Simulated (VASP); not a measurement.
Here is the system:

```xyz
5
Lattice="5.6751 0.0000 0.0000 0.0000 5.6751 0.0000 0.0000 0.0000 5.6751" Properties=species:S:1:pos:R:3 pbc="T T T"
Cs     0.0000     0.0000     0.0000
Pb     2.8375     2.8375     2.8375
Cl     2.8375     0.0000     2.8375
Cl     0.0000     2.8375     2.8375
Cl     2.8375     2.8375     0.0000
```

All values below come from r2SCAN meta-GGA, VASP's PBE PAW potentials (set 64) (plane waves; VASP). Numerical set-up: 520 eV cut-off, 5×5×5 Γ-centred mesh, tetrahedra with Blöchl corrections, potentials Cs_sv Pb_d Cl.

Unless said otherwise, spin-orbit coupling is left out, though it shifts the bands of the heavy elements here.

Task: Estimate the energy per atom (σ→0), band gap (over mesh and band path) with the smallest direct gap where there is one.

Result: 
```json
{
 "band gap (over mesh and band path)": "2.48 eV",
 "smallest direct gap (over mesh and band path)": "2.48 eV",
 "energy per atom (σ→0)": "-21.639 eV/atom"
}
```

The absolute energy has meaning only against runs of the same code, potentials and settings.

The compound is CsPbCl3 in the cubic perovskite structure, the ideal cubic form; the compound distorts at low or room temperature. It was relaxed first.
